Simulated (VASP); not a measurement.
# GaB3 (Fm-3m) in VASP: a series of runs

One crystal, GaB3, is run at these levels: PBE; tasks: single point, relaxation of cell and atoms.

Program: VASP 6.6.1. These are calculated values, not measurements. Logs are shortened: lines on timing, memory, paths and dates and some standing lists are left out, and cuts for length are marked.

### 1 The cell of the first run

It takes space group Fm-3m (No. 225, cubic). Conventional cell: a = 5.312 Å, b = 5.312 Å, c = 5.312 Å, α = 90.00°, β = 90.00°, γ = 90.00°. Around Ga (site symmetry m-3m) lie 8 B at 2.30 Å. Around B (site symmetry m-3m) lie 8 B at 2.30 Å. B (site symmetry -43m) is surrounded by 4 Ga at 2.30 Å and 4 B at 2.30 Å.

The cell was built by a generator and needn't be a form met in nature.

### 2 Single point, PBE (species swapped into the ScCu3 type (Fm-3m, No. 225))

File INCAR:

```
  PREC = Accurate
  ENCUT = 520
  EDIFF = 1E-7
  ISMEAR = 0
  SIGMA = 0.1
  LREAL = F
  LASPH = T
  NELM = 80
  ALGO = Normal
  ISIF = 2
  LWAVE = F
  LCHARG = F
  GGA = PE
  NBANDS = 19
```

File KPOINTS:

```
regular mesh
0
Gamma
  16 16 16
```

File POSCAR:

```
GaB3
1.0
    0.0000000000      2.6560411711      2.6560411711
    2.6560411711      0.0000000000      2.6560411711
    2.6560411711      2.6560411711      0.0000000000
Ga B
1 3
Direct
    0.0000000000      0.0000000000      0.0000000000
    0.5000000000      0.5000000000      0.5000000000
    0.2500000000      0.2500000000      0.2500000000
    0.7500000000      0.7500000000      0.7500000000
```

Potentials or basis: VASP PAW PBE potentials, release 64 (Ga_d, B).

The run is started by

```
cat potpaw_PBE.64/Ga_d/POTCAR potpaw_PBE.64/B/POTCAR > POTCAR
mpirun -np 1 vasp_std > vasp.out
```

OUTCAR:

```text
PREC = Accurate
   ENCUT = 520
   EDIFF = 1E-7
   ISMEAR = 0
   LREAL = F
   LASPH = T
   NELM = 80
   ISIF = 2
   GGA = PE

 ion  position               nearest neighbor table
   1  0.000  0.000  0.000-   4 2.30   4 2.30   4 2.30   3 2.30   4 2.30   3 2.30   3 2.30   3 2.30

   2  0.500  0.500  0.500-
   3  0.250  0.250  0.250-   1 2.30   1 2.30   1 2.30   1 2.30
   4  0.750  0.750  0.750-   1 2.30   1 2.30   1 2.30   1 2.30

  LATTYP: Found a face centered cubic cell.
 ALAT       =     5.3120823422

  Lattice vectors:

 A1 = (   0.0000000000,   2.6560411711,   2.6560411711)
 A2 = (   2.6560411711,   0.0000000000,   2.6560411711)
 A3 = (   2.6560411711,   2.6560411711,   0.0000000000)

Analysis of symmetry for initial positions (statically):
=====================================================================
 Subroutine PRICEL returns:
 Original cell was already a primitive cell.

 Routine SETGRP: Setting up the symmetry group for a
 face centered cubic supercell.

 Subroutine GETGRP returns: Found 48 space group operations
 (whereof 48 operations were pure point group operations)
 out of a pool of 48 trial point group operations.

The static configuration has the point symmetry O_h .

Analysis of symmetry for dynamics (positions and initial velocities):
=====================================================================
 Subroutine PRICEL returns:
 Original cell was already a primitive cell.

 Routine SETGRP: Setting up the symmetry group for a
 face centered cubic supercell.

 Subroutine GETGRP returns: Found 48 space group operations
 (whereof 48 operations were pure point group operations)
 out of a pool of 48 trial point group operations.

The dynamic configuration has the point symmetry O_h .

 Subroutine INISYM returns: Found 48 space group operations
 (whereof 48 operations are pure point group operations),
 and found     1 'primitive' translations

----------------------------------------------------------------------------------------

                                     Primitive cell

  volume of cell :      37.4744

  direct lattice vectors                    reciprocal lattice vectors
     0.000000000  2.656041171  2.656041171    -0.188250094  0.188250094  0.188250094
     2.656041171  0.000000000  2.656041171     0.188250094 -0.188250094  0.188250094
     2.656041171  2.656041171  0.000000000     0.188250094  0.188250094 -0.188250094

  length of vectors
     3.756209446  3.756209446  3.756209446     0.326058727  0.326058727  0.326058727

  position of ions in fractional coordinates (direct lattice)
     0.000000000  0.000000000  0.000000000
     0.500000000  0.500000000  0.500000000
     0.250000000  0.250000000  0.250000000
     0.750000000  0.750000000  0.750000000

  ion indices of the primitive-cell ions
   primitive index   ion index
                 1           1
                 2           2
                 3           3
                 4           4

----------------------------------------------------------------------------------------

 KPOINTS: regular mesh

Automatic generation of k-mesh.
 Grid dimensions read from file:
 generate k-points for:   16   16   16

 Generating k-lattice:

  Cartesian coordinates                     Fractional coordinates (reciprocal lattice)
    -0.011765631  0.011765631  0.011765631     0.062500000  0.000000000  0.000000000
     0.011765631 -0.011765631  0.011765631     0.000000000  0.062500000  0.000000000
     0.011765631  0.011765631 -0.011765631     0.000000000  0.000000000  0.062500000

  Length of vectors
     0.020378670  0.020378670  0.020378670

  Shift w.r.t. Gamma in fractional coordinates (k-lattice)
     0.000000000  0.000000000  0.000000000

 Subroutine IBZKPT returns following result:
 ===========================================

 Found    145 irreducible k-points:

 Following reciprocal coordinates:
            Coordinates               Weight
  0.000000  0.000000  0.000000      1.000000
  0.062500  0.000000  0.000000      8.000000
  0.125000  0.000000  0.000000      8.000000
  0.187500  0.000000  0.000000      8.000000
  0.250000  0.000000  0.000000      8.000000
  0.312500  0.000000  0.000000      8.000000
[... 16 lines left out ...]
 -0.125000  0.062500  0.000000     24.000000
 -0.062500  0.062500  0.000000     12.000000
 [... further k-points ...]
   k-points           NKPTS =    145   k-points in BZ     NKDIM =    145   number of bands    NBANDS=     19
   number of dos      NEDOS =    301   number of ions     NIONS =      4
   total plane-waves  NPLWV =  21952
   dimension x,y,z NGX =    28 NGY =   28 NGZ =   28
   dimension x,y,z NGXF=    56 NGYF=   56 NGZF=   56
   ions per type =               1   3
   NGX,Y,Z   is equivalent  to a cutoff of  12.39, 12.39, 12.39 a.u.
   NGXF,Y,Z  is equivalent  to a cutoff of  24.79, 24.79, 24.79 a.u.
 SYSTEM =  unknown system
   PREC   = accura    normal or accurate (medium, high low for compatibility)
   ISTART =      0    job   : 0-new  1-cont  2-samecut
   ICHARG =      2    charge: 1-file 2-atom 10-const
   ISPIN  =      1    spin polarized calculation?
   LNONCOLLINEAR =      F non collinear calculations
   LSORBIT =      F    spin-orbit coupling
   LASPH  =      T    aspherical Exc in radial PAW
   ENCUT  =  520.0 eV  38.22 Ry    6.18 a.u.   6.98  6.98  6.98*2*pi/ulx,y,z
   NELM   =     80;   NELMIN=  2; NELMDL= -5     # of ELM steps
   EDIFF  = 0.1E-06   stopping-criterion for ELM
   LREAL  =      F    real-space projection
   EDIFFG = 0.1E-05   stopping-criterion for IOM
   NSW    =      0    number of steps for IOM
   IBRION =     -1    ionic relax: 0-MD 1-quasi-New 2-CG
   NFREE  =      0    steps in history (QN), initial steepest desc. (CG)
   ISIF   =      2    stress and relaxation
   ISYM   =      2    0-nonsym 1-usesym 2-fastsym
   POTIM  = 0.5000    time-step for ionic-motion
   TEBEG  =    0.0;   TEEND  =   0.0 temperature during run
   PSTRESS=    0.0 pullay stress
   NELECT =      22.0000    total number of electrons
   NUPDOWN=      -1.0000    fix difference up-down
   EMIN   =  10.00;   EMAX   =-10.00  energy-range for DOS
   EFERMI =   0.00;   METHOD = LEGACY
   ISMEAR =     0;   SIGMA  =   0.10  broadening in eV -4-tet -1-fermi 0-gaus
   EFERMI_NEDOS =   21; number of points for ismear=-14 and -15
   IALGO  =     38    algorithm
   IMIX   =      4    mixing-type and parameters
     AMIX     =   0.40;   BMIX     =  1.00
     AMIX_MAG =   1.60;   BMIX_MAG =  1.00
  volume/ion in A,a.u.               =       9.37        63.22
  Fermi-wavevector in a.u.,A,eV,Ry     =   1.370790  2.590417 25.566234  1.879065
  Thomas-Fermi vector in A             =   2.496545
   LORBIT       =      0    0 simple, 1 ext, 2 COOP (PROOUT), +10 PAW based schemes
   GGA     = PE    functional components
   LHFCALC =     F    Hartree Fock is set to
   AEXX    =    0.0000 exact exchange contribution
   IVDW    =     0    specifies the selected vdW correction
   LEPSILON=     F    determine dielectric tensor
   LRPA    =     F    only Hartree local field effects (RPA)
 non-spin polarized calculation
 Gauss-broadening in eV      SIGMA  =   0.10
  energy-cutoff  :      520.00
  volume of cell :       37.47
 maximum number of plane-waves:      1036
   NGX = 13   NGY = 13   NGZ = 13

 number of electron      21.9999985 magnetization

 Free energy of the ion-electron system (eV)
  ---------------------------------------------------
  ext. energy  EPLUGINS =         0.00000000
  ---------------------------------------------------
  free energy    TOTEN  =       -15.84598145 eV

  energy without entropy =      -15.83838353  energy(sigma->0) =      -15.84218249

 E-fermi :   7.5414     XC(G=0): -12.1606

 val. band max:        7.5402747160   @ k =  -0.2500   0.1875   0.0000
 cond. band min:       7.5650577338   @ k =  -0.3750   0.3750   0.0625
 fundamental gap:      0.0247830178
 Fermi energy:         7.5413929607

 k-point     1 :       0.0000    0.0000    0.0000
  band No.  band energies     occupation
      1      -7.6876      2.00000
      2      -7.6876      2.00000
      3      -7.6876      2.00000
      4      -7.5545      2.00000
      5      -7.5545      2.00000
      6      -7.3315      2.00000
[... 11 lines left out ...]
     18      14.5216      0.00000
     19      16.5326      0.00000

 k-point     2 :       0.0625    0.0000    0.0000
  band No.  band energies     occupation
      1      -7.6886      2.00000
      2      -7.6854      2.00000
      3      -7.6854      2.00000
      4      -7.5553      2.00000
      5      -7.5553      2.00000
      6      -7.2755      2.00000
[... 11 lines left out ...]
     18      14.6963      0.00000
     19      16.7750      0.00000

 k-point     3 :       0.1250    0.0000    0.0000
  band No.  band energies     occupation
      1      -7.6933      2.00000
      2      -7.6796      2.00000
      3      -7.6796      2.00000
      4      -7.5573      2.00000
      5      -7.5573      2.00000
      6      -7.1057      2.00000
[... 11 lines left out ...]
     18      15.1701      0.00000
     19      17.4355      0.00000

 k-point     4 :       0.1875    0.0000    0.0000
  band No.  band energies     occupation
      1      -7.7021      2.00000
      2      -7.6719      2.00000
      3      -7.6719      2.00000
      4      -7.5592      2.00000
      5      -7.5592      2.00000
      6      -6.8206      2.00000
[... 407 lines left out ...]
     18      15.8858      0.00000
     19      18.1968      0.00000

 k-point    23 :      -0.1250    0.0625    0.0000
  band No.  band energies     occupation
      1      -7.6948      2.00000
      2      -7.6763      2.00000
      3      -7.6760      2.00000
      4      -7.5628      2.00000
      5      -7.5558      2.00000
      6      -6.9726      2.00000
[... 11 lines left out ...]
     18      15.3559      0.00000
     19      17.5382      0.00000

 k-point    24 :      -0.0625    0.0625    0.0000
  band No.  band energies     occupation
      1      -7.6903      2.00000
      2      -7.6825      2.00000
      3      -7.6819      2.00000
      4      -7.5587      2.00000
      5      -7.5549      2.00000
      6      -7.1812      2.00000
[... 11 lines left out ...]
     18      14.9191      0.00000
     19      16.9478      0.00000

 [... further k-points ...]

------------------------ aborting loop because EDIFF is reached ----------------------------------------

  FORCE on cell =-STRESS in cart. coord.  units (eV):
  Direction    XX          YY          ZZ          XY          YZ          ZX
  --------------------------------------------------------------------------------------
  -------------------------------------------------------------------------------------
  Total        0.0270070      0.0270070      0.0270070      0.0000000      0.0000000      0.0000000
  in kB        1.1546555      1.1546555      1.1546555      0.0000000      0.0000000      0.0000000
  external PRESSURE =       1.1546555 kB  Pullay stress =       0.0000000 kB

 VOLUME and BASIS-vectors are now :
 -----------------------------------------------------------------------------
  energy-cutoff  :      520.00
  volume of cell :       37.47
      direct lattice vectors                 reciprocal lattice vectors
     0.000000000  2.656041171  2.656041171    -0.188250094  0.188250094  0.188250094
     2.656041171  0.000000000  2.656041171     0.188250094 -0.188250094  0.188250094
     2.656041171  2.656041171  0.000000000     0.188250094  0.188250094 -0.188250094

 POSITION                                       TOTAL-FORCE (eV/Angst)
 -----------------------------------------------------------------------------------
      0.00000      0.00000      0.00000        -0.000000     -0.000000     -0.000000
      2.65604      2.65604      2.65604        -0.000000     -0.000000     -0.000000
      1.32802      1.32802      1.32802         0.000000     -0.000000      0.000000
      3.98406      3.98406      3.98406         0.000000      0.000000      0.000000
 -----------------------------------------------------------------------------------
    total drift:                               -0.000000     -0.000000      0.000000

  FREE ENERGIE OF THE ION-ELECTRON SYSTEM (eV)
  ---------------------------------------------------
  free  energy   TOTEN  =       -15.8459814496 eV

  energy  without entropy=      -15.8383835276  energy(sigma->0) =      -15.84218249
```

It took 2 min on 1 thread of Intel Xeon Platinum 8488C (Sapphire Rapids), shared host; peak memory 0.22 GiB.

What came out:

```
Free energy            : -15.8460 eV
Pressure               : 0.1 GPa
Band gap on the k mesh : none (metal or under the smearing width)
```

Levels at points of the mesh, in eV from the Fermi level:
```
           k point  band 7  band 8  band 9  band 10  band 11  band 12  band 13  band 14  band 15  band 16
(0.00, 0.00, 0.00)   -1.37   -1.37   -1.37    -0.97    -0.97    -0.97    -0.93     0.77     1.44     1.44
(0.50, 0.00, 0.00)  -11.19   -2.72   -2.72    -2.17    -2.17    -1.71    -0.46     5.22     5.43     5.99
(0.50, 0.50, 0.00)   -9.94   -6.29   -6.29    -4.50    -3.92     4.47     4.47     5.70     6.12     6.12
```

### 3 Relaxation of cell and atoms, PBE (species swapped into the ScCu3 type (Fm-3m, No. 225))

File INCAR:

```
SYSTEM = GaB3
  ALGO = Fast
  EDIFF = 1E-6
  EDIFFG = -0.01
  ENCUT = 600
  GGA = PE
  IBRION = 2
  ISIF = 3
  ISMEAR = 0
  LASPH = .True.
  LCHARG = .False.
  LREAL = .False.
  LWAVE = .False.
  NELM = 100
  NSW = 100
  PREC = Accurate
  SIGMA = 0.1
```

File KPOINTS:

```
k-points
0
Gamma
  16 16 16
  0 0 0
```

File POSCAR:

```
GaB3
1.0
    0.0000000000      2.6510258905      2.6510258905
    2.6510258905      0.0000000000      2.6510258905
    2.6510258905      2.6510258905      0.0000000000
Ga B
1 3
Direct
    0.0000000000      0.0000000000      0.0000000000
    0.5000000000      0.5000000000      0.5000000000
    0.2500000000      0.2500000000      0.2500000000
    0.7500000000      0.7500000000      0.7500000000
```

Potentials or basis: VASP PAW PBE potentials, release 64 (Ga_d, B).

The run is started by

```
cat potpaw_PBE.64/Ga_d/POTCAR potpaw_PBE.64/B/POTCAR > POTCAR
mpirun -np 1 vasp_std > vasp.out
```

Wall time 3.9 min (1 thread of Intel Xeon Platinum 8488C (Sapphire Rapids), shared host); peak memory 0.24 GiB.

It converged, with:

* Free energy: -15.8469 eV
* Relaxed volume: 9.38 Å³/atom
* Relaxed cell: a = 3.758 Å, b = 3.758 Å, c = 3.758 Å, α = 60.00°, β = 60.00°, γ = 60.00°
* Space group after relaxing (to 0.05 Å): Fm-3m (No. 225)
* Energy gained by relaxing: 0.1 meV/atom
* Ionic steps: 2
* Pressure after relaxing: -0.1 GPa
* Band gap on the k mesh: none (metal or under the smearing width)

The path:
| step | energy change (eV) | largest force (eV/Å) | pressure (GPa) | volume (Å³) |
| --- | --- | --- | --- | --- |
| 1 | 0.0000 | 0.0000 | 0.83 | 37.26 |
| 2 | -0.0006 | 0.0000 | -0.06 | 37.52 |

Final structure:
```
Ga B
1.0
     0.00000    2.65722    2.65722
     2.65722    0.00000    2.65722
     2.65722    2.65722    0.00000
Ga B
1 3
Cartesian
  2.6572 5.3144 2.6572
  2.6572 2.6572 2.6572
  1.3286 1.3286 1.3286
  3.9858 3.9858 3.9858
```

Levels at points of the mesh, in eV from the Fermi level:
```csv
k point,band 7,band 8,band 9,band 10,band 11,band 12,band 13,band 14,band 15
"(0.00, 0.00, 0.00)",-1.36,-1.36,-1.36,-0.96,-0.96,-0.96,-0.94,0.76,1.44
"(0.50, 0.00, 0.00)",-11.18,-2.71,-2.71,-2.17,-2.17,-1.71,-0.47,5.21,5.42
"(0.50, 0.50, 0.00)",-9.93,-6.28,-6.28,-4.50,-3.92,4.46,4.46,5.69,6.12
```
